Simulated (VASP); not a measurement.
BaZrO3:

```xyz
5
Lattice="4.2350 0.0000 0.0000 0.0000 4.2350 0.0000 0.0000 0.0000 4.2350" Properties=species:S:1:pos:R:3 pbc="T T T"
Ba    0.0000    0.0000    0.0000
Zr    2.1175    2.1175    2.1175
O     2.1175    2.1175    0.0000
O     0.0000    2.1175    2.1175
O     2.1175    0.0000    2.1175
```

The cell was built by a generator and needn't be a form met in nature.

Base run:

| Property | Result |
| --- | --- |
| Program | VASP 6.6.1 |
| Functional | r2SCAN |
| Potentials or basis | VASP PAW PBE potentials, release 64 (Ba_sv, Zr_sv, O) |
| Cutoff | 520 eV |
| k mesh | 6 × 6 × 6 |
| Occupations | gaussian, width 0.02 eV |
| Spin | no spin polarisation |

Its results: band gap on the k mesh 3.62 eV, indirect (least direct gap 3.90 eV); pressure -2.4 GPa.

Problem. The run is repeated on the same cell with these changes: functional from r2SCAN to PBE. What comes out?

Solution. Band gap on the k mesh 3.12 eV, indirect (least direct gap 3.38 eV); pressure 0.1 GPa.

r2SCAN gives the wider gap, since meta-GGAs in the generalised Kohn-Sham scheme recover part of the derivative discontinuity.

Caveats: spin-orbit coupling is left out, which moves the levels of the heavy elements; the PAW data sets were made with another functional, which shifts forces and pressure a little (some runs).

A k mesh can miss the band edges.
